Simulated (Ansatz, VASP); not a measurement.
# Cross-check of Si2W between VASP and Ansatz, part 2 of 2

Wanted: the spread between two codes on one cell, functional and k mesh. The cell is taken from a series of runs on this material, whose earlier steps may have relaxed, scaled, displaced or heated it; both programs get it as it stands.

VASP 6.6.1 and Ansatz 0.2.0.

So far: Starting point; VASP: zone-centre phonons, LDA.

### 3. Ansatz: zone-centre phonons, LDA

Level of this step: Ansatz beside VASP: Kohn-Sham DFT, plane waves, LDA (Ansatz).

Ansatz runs on its PAW soft_1 files.

The same cell, functional (in two slightly different forms), mesh and smearing now go to Ansatz, which takes its cutoff from its data sets.

Input file input.yaml:

```yaml
crystal:
  lattice:
    - [-1.6042295533, 1.6042295533, 3.9080267243]
    - [1.6042295533, -1.6042295533, 3.9080267243]
    - [1.6042295533, 1.6042295533, -3.9080267243]
  atoms:
    - { symbol: Si, position: [0.3350504604, 0.3350504604, 0.0] }
    - { symbol: Si, position: [0.6649495396, 0.6649495396, 0.0] }
    - { symbol: W, position: [0.0, 0.0, 0.0] }
kpoints:
  mp_grid: { grid: [20, 20, 20] }
hamiltonian:
  xc: lda
  pseudopotentials: { kind: paw, azcp: { folder: soft_1 }, xc_functional: pbe }
scf:
  occupations: { method: methfessel_paxton, width: 0.2 }
output:
  eigenvalues: true
phonons:
  method: dfpt
```

The run is started by

```sh
$ ansatz run input.yaml --threads 4 --pin off --max-ram 10240MiB --backend cpu --events-out ev --progress --plain --runs-dir out
```

Numbers of over 12 decimals in the logs are rounded to 6 here.

The log of the run:

```text
zone centre: on kpoints.mp_grid the ground state, and the responses unless they are solved on pairs of k-points, stand on 1166 of the mesh's 8000 k-points, reduced under 4 symmetry operations, with k and −k counted as one. Each operation leaves every solved displacement unchanged or reverses it
Engine: ansatz 0.2.0, aarch64-unknown-linux-gnu
Pseudopotentials: kind: paw
Pseudopotential: Si, paw, valence charge 4, recommended cutoff 420 eV (normal), soft_1/Si.paw.azcp
Pseudopotential: W, paw, valence charge 14, recommended cutoff 420 eV (normal), soft_1/W.paw.azcp
Functional definition: SPW92
  exchange = slater_x
  correlation = pw_c
Crystal: 3 atoms, lattice volume = 40.230 Å³
Basis set: ecut = 420 eV, 785 PW (Γ), exchange–correlation on 64×64×64 points (8 copies of the dense FFT grid, shifted against one another)
Bands: 15, of which v1, the nominal top of the filled ones, is band 11 counted from 1 (10 counted from 0)
Symmetry: 16 space group operations
k-points: 1166 of 8000 (irreducible under 4 space group operations, time reversal used)
Non-local potential: Si, projectors of the file, l = 0: 2, l = 1: 2, l = 2: 1
Non-local potential: W, projectors of the file, l = 0: 3, l = 1: 2, l = 2: 2, l = 3: 1
PAW form: soft (Blöchl's): semilocal exchange-correlation on the pseudo side does not see the compensation charge
PAW frozen core: Si, regenerated for the run's functional, and the local potential with it (the file was generated under x = pbe(κ = 0.804, μ = 0.219515), c = pbe(β = 0.066725))
PAW frozen core: W, regenerated for the run's functional, and the local potential with it (the file was generated under x = pbe(κ = 0.804, μ = 0.219515), c = pbe(β = 0.066725))
PAW one-centre angular grid: Si, 110 points (default); XC on 64 Gauss nodes
PAW one-centre angular grid: W, 590 points (default); XC on 64 Gauss nodes
Initial density: superposition of atomic densities (chi_scale 0.1, normalization cell, long waves kept (reshape's long-wave potential 0.00 eV rms))
Initial wavefunctions: pseudopotential atomic-orbital guess
Functional: x = slater, c = lda
SCF iter   1: F=—  HF=-11349.576251 eV  |F-HF|=—  |Δ(HF+E_count)|=         —  Δρ=4.69e-2  dr2=8.61e-1  ethr=3.10e-3  ⟨swp⟩=5.2  Hψ=101685  notcnv=0
preconditioner: auto → Kerker (q_TF=auto, 2.467 Å⁻¹)  [metal: Δε(μ)=0.030 eV  Ē_g=8.263 eV  σ=0.200 eV  W_gap=0.12  n_scr=10 (ndim 8)  ℏωp=21.9 eV  f_vac=0.000  D(μ)=0.24/eV (n_scr^D=0)]
SCF iter   2: F=—  HF=-11349.360208 eV  |F-HF|=—  |Δ(HF+E_count)|=   2.16e-1  S|Δr|=    0.00e0  Δρ=2.48e-2  dr2=1.87e-1  ethr=3.10e-3  ⟨swp⟩=2.1  Hψ=31364  notcnv=0
SCF iter   3: F=—  HF=-11349.294764 eV  |F-HF|=—  |Δ(HF+E_count)|=   6.54e-2  S|Δr|=    0.00e0  Δρ=6.27e-3  dr2=1.27e-2  ethr=8.48e-4  ⟨swp⟩=2.7  Hψ=30120  notcnv=0
SCF iter   4: F=—  HF=-11349.290264 eV  |F-HF|=—  |Δ(HF+E_count)|=   4.50e-3  S|Δr|=    0.00e0  Δρ=5.20e-4  dr2=6.92e-5  ethr=5.77e-5  ⟨swp⟩=2.7  Hψ=27848  notcnv=0
SCF iter   5: F=—  HF=-11349.290244 eV  |F-HF|=—  |Δ(HF+E_count)|=   2.08e-5  S|Δr|=    0.00e0  Δρ=6.48e-5  dr2=1.37e-6  ethr=3.14e-7  ⟨swp⟩=2.7  Hψ=28979  notcnv=0
SCF iter   6: F=—  HF=-11349.290246 eV  |F-HF|=—  |Δ(HF+E_count)|=   2.08e-6  S|Δr|=    0.00e0  Δρ=9.83e-6  dr2=3.93e-8  ethr=6.24e-9  ⟨swp⟩=2.2  Hψ=25193  notcnv=0
SCF iter   7: F=—  HF=-11349.290246 eV  |F-HF|=—  |Δ(HF+E_count)|=   8.32e-9  S|Δr|=    0.00e0  Δρ=1.75e-6  dr2=1.57e-9  ethr=1.79e-10  ⟨swp⟩=2.4  Hψ=25911  notcnv=0
SCF iter   8: F=—  HF=-11349.290246 eV  |F-HF|=—  |Δ(HF+E_count)|=  4.13e-10  S|Δr|=    0.00e0  Δρ=2.00e-7  dr2=1.44e-11  ethr=7.11e-12  ⟨swp⟩=2.1  Hψ=24840  notcnv=0
SCF iter   9: F=-11349.290246 eV  HF=-11349.290246 eV  |F-HF|=1.82e-12  |Δ(HF+E_count)|=  5.46e-12  S|Δr|=    0.00e0  Δρ=2.43e-8  dr2=2.88e-13  ethr=1.00e-12  ⟨swp⟩=5.2  Hψ=71562  notcnv=0
the search or the solves at the SCF's close seem to have found levels that the self-consistency loop had missed (the run counts 3). By its estimate they hold under 1e-12 electrons; where the run keeps them, the occupations were computed again with them
SCF 1 converged in 9 iterations: F = -11349.290246 eV  dr2 = 2.88e-13
  greatest PAW one-centre occupation: 0.999 electrons in one spin orbital (limit 2), on the W atom at site 2 (counted from 0), in its partial waves of l = 0
DFPT response loops at Γ: preconditioner auto → Kerker (q_TF=auto, 2.467 Å⁻¹) (partly filled bands, converged f_vac=0.000); β = 1.00, the filter's whole step (`scf.mixing.beta` (0.50) is not read by the response loops under this deck's `scf.mixing.preconditioner`; to damp them name `kerker` or `kerker_dos`, under which they read `scf.mixing.beta`, and type it under 1.00, their step now; both keys bind the ground state too); Broyden in place of MSR1
SCF converged after 9 iterations
Stability not checked: this state was not tested for a lower state beside it, because cold or Methfessel-Paxton smearing, or corrected tetrahedra, fill the levels in a way that the test cannot read (fill_not_monotonic; see scf.lower_state_search)
Free energy (F): -11349.290246 eV
Harris-Foulkes:  -11349.290246 eV  (|F-HF|=1.82e-12)
Internal energy: -11349.291456 eV  (E = F + TS)
E sigma→0 (E₀):  -11349.290548 eV
Entropy (-TS):   0.001210 eV (0.403 meV/atom)
Fermi energy:    16.444764 eV
--- Per-component energies (eV) ---
  E_band       = -85.817411
  E_kinetic    = 514.199133
  E_local      = -890.649813  (includes V_loc(G=0)·N_el)
  E_nonlocal   = 26.173679
  E_hartree    = 385.018633
  E_xc         = -382.889905
  E_vxc        = -334.227423  (∫ρ·V_xc dr)
  E_paw        = -9294.417794  (= ΣΔE_a)
  E_vpaw       = -171.350437  (= ΣTr[D̂ρ^β])
  E_aug_tail   = 0.000202  (compensation charges beyond the density's cutoff)
  E_ewald      = -1707.177502
  E_core_change = 0.451911  (= ΣΔE_core)
  E_smearing   = 0.001210  (= −TS)
  E_closure    = -0.000000  (closes the sum)
  Σ components = -11349.290246   (vs F -11349.290246, Δ=0.00e0)
--- Band table (eV; the first three rows and the last of 1166) ---
  k-point 0: bands = [... 7 lower, 13.0976, 13.6335, 13.6335, 17.0634, 19.2456, 19.4990, 19.5659, 19.5659]
  k-point 1: bands = [... 7 lower, 13.1176, 13.4219, 13.9732, 16.6406, 19.1094, 19.6262, 19.6419, 19.7475]
  k-point 2: bands = [... 7 lower, 12.8971, 13.1798, 14.4764, 15.6808, 18.8842, 19.7890, 19.8138, 20.2849]
  k-point 1165: bands = [... 7 lower, 13.8954, 15.6745, 15.6745, 15.9536, 15.9536, 17.2393, 20.9858, 21.2756]
--- Phonons (Γ-DFPT): 4 representative perturbations + reference, on 1166 of 8000 k-points (Σ response iterations 12) ---
  k mesh reduced under 4 symmetry operations, with k and −k counted as one. Each operation leaves every solved displacement unchanged or reverses it
  ASR residual: 1.102e-5 → 0.000e0 eV/Å²; symmetrization residual: 1.979e-6 eV/Å²
  ASR residual per site (eV/Å²): 3.81e-6 3.81e-6 1.10e-5
  Γ frequencies (cm⁻¹): 0.00 0.00 0.00 253.07 253.07 294.78 328.25 328.25 440.43
  non-analytic LO–TO correction: not included (Born effective charges unavailable; polar crystals: no LO–TO splitting at Γ)
```

In the SCF lines HF is the Harris–Foulkes energy and dr2 the Hartree energy of the density residual, in eV; the loop may stop once dr2 is under the threshold and the program's other checks hold. Hψ counts applications of the Hamiltonian.

### 4. Comparison

Known differences besides the potentials themselves: the data sets hold 22 valence electrons in Ansatz (on its PAW soft_1 files) and 14 in VASP; the cutoff is 420 eV in Ansatz and 600 eV in VASP; VASP's log shows a relativistic correction to its local exchange, Ansatz's none. Total energies have different zeros and are not compared.

Both answers:

```csv
quantity,Ansatz,VASP,difference
optical mode 1 to 2 (cm⁻¹),253.1,254.9,-0.71 %
optical mode 3 (cm⁻¹),294.8,296.5,-0.56 %
optical mode 4 to 5 (cm⁻¹),328.2,329.9,-0.50 %
optical mode 6 (cm⁻¹),440.4,442.6,-0.48 %
```

Modes are paired by rising frequency, not by their patterns, so a pair may set unlike modes beside each other; they are those without the splitting of longitudinal modes.

### 5. Outcome

```yaml
r_m_s_difference_of_the_optical_zone_centre_modes_each_program_s_sorted_by_frequency_zone_centre_phonons_lda: 1.8 cm⁻¹
difference_in_optical_mode_1_to_2_zone_centre_phonons_lda: -0.7 %
```

**Reading.** The r.m.s. difference of the optical zone-centre modes, each program's sorted by frequency is 1.8 cm⁻¹ (zone-centre phonons, LDA). The data sets hold unlike numbers of valence electrons (22 in Ansatz and 14 in VASP), so part of the differences comes from the potentials. Among the rows given in per cent, the largest difference of the zone-centre phonons, LDA pair is in optical mode 1 to 2, -0.7 %. Such differences can come from data sets, numerical settings and the points named under the comparisons, not from the functional's error against experiment.

[Lines on the potential files, build, host, timing and source positions are cut from VASP's logs without a mark.]

[Logs are printed without paths, hosts, clocks, repeated set-up lines and the standing remarks that a program may print on its own settings, such as how far it seeks lower states.]

[Hosts, paths, dates, database ids (printed as entryN), source tags and the programs' standing remarks are cut or masked in the printed files.]
